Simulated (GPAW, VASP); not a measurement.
This is a calculation of CuO2 for VASP 6.6.1. The cell comes from a database or a generator and needn't be the stable form of this composition.

The input INCAR:

```
  ALGO = Normal
  EDIFF = 1E-7
  ENCUT = 520
  GGA = PS
  ISIF = 2
  ISMEAR = -1
  KPAR = 2
  LASPH = True
  LCHARG = False
  LREAL = False
  LWAVE = False
  NBANDS = 32
  NELM = 100
  PREC = Accurate
  SIGMA = 0.05
```

KPOINTS

```
k-points
0
Gamma
  10 10 6
```

POSCAR

```
CuO2
1.0
    1.4126150000     -5.2107470000      0.0000000000
    1.4126150000      5.2107470000      0.0000000000
    0.0000000000      0.0000000000      4.3434240000
Cu O
2 4
Direct
    0.1672530000      0.8327470000      0.7500000000
    0.8327470000      0.1672530000      0.2500000000
    0.7889700000      0.2110300000      0.7500000000
    0.2110300000      0.7889700000      0.2500000000
    0.5514860000      0.4485140000      0.7500000000
    0.4485140000      0.5514860000      0.2500000000
```

Potentials or basis: VASP PAW PBE potentials, release 64 (Cu, O).

The run is started by

```sh
$ cat potpaw_PBE.64/Cu/POTCAR potpaw_PBE.64/O/POTCAR > POTCAR
$ mpirun -np 2 vasp_std > vasp.out
```

**Question.** What does the same run look like in GPAW 26.7.0 (ASE script)? Potentials or basis there: PAW data sets generated for this functional, cutoff 800 eV.

**Answer.** As run (cutoffs and basis follow the program's own potentials, and thresholds, step limits or extra output files can differ):

File run.py:

```python
from ase import Atoms
from ase.dft.bandgap import bandgap
from ase.io import write
from ase.units import Bohr, GPa
from gpaw import GPAW, PW, setup_paths
from gpaw.elf import elf_from_dft_calculation

setup_paths.insert(0, '.')

atoms = Atoms(['Cu', 'Cu', 'O', 'O', 'O', 'O'],
              cell=[[1.412615, -5.210747, 0.0],
                    [1.412615, 5.210747, 0.0],
                    [0.0, 0.0, 4.343424]],
              scaled_positions=[[0.167253, 0.832747, 0.75],
                                [0.832747, 0.167253, 0.25],
                                [0.78897, 0.21103, 0.75],
                                [0.21103, 0.78897, 0.25],
                                [0.551486, 0.448514, 0.75],
                                [0.448514, 0.551486, 0.25]],
              pbc=True)

calc = GPAW(mode=PW(800),
            xc='PBEsol',
            kpts={'size': (10, 10, 6), 'gamma': True},
            occupations={'name': 'fermi-dirac', 'width': 0.05},
            nbands=42,
            convergence={'density': 1e-05, 'energy': 1e-05},
            maxiter=150,
            txt='gpaw.txt')
atoms.calc = calc
energy = atoms.get_potential_energy()
forces = atoms.get_forces()
stress = atoms.get_stress()
calc.write('gs.gpw')
write('result.traj', atoms)
print(f'Energy: {energy:.6f} eV')
print('Forces (eV/A):')
print(forces.round(4))
print('Stress (GPa):', (stress / GPa).round(3))
print('Fermi level:', round(calc.get_fermi_level(), 4), 'eV')
print(f'Gap: {bandgap(calc)[0]:.4f} eV, direct: {bandgap(calc, direct=True)[0]:.4f} eV')

# fields on the real-space grid
write('density.cube', atoms, data=calc.get_pseudo_density() * Bohr**3)
write('potential.cube', atoms, data=calc.get_electrostatic_potential())
write('elf.cube', atoms, data=elf_from_dft_calculation(calc).data)
```

Potentials or basis: PAW data sets generated in the run's folder for this functional, pw.

Launch:

```sh
$ gpaw-setup -f PBEsol Cu O
$ OMP_NUM_THREADS=1 python run.py
```

Both were run:

|  | VASP | GPAW |
| --- | --- | --- |
| Pressure | -7.9 GPa | -6.1 GPa |

VASP's potentials were made for PBE.

Pressure is positive in compression.
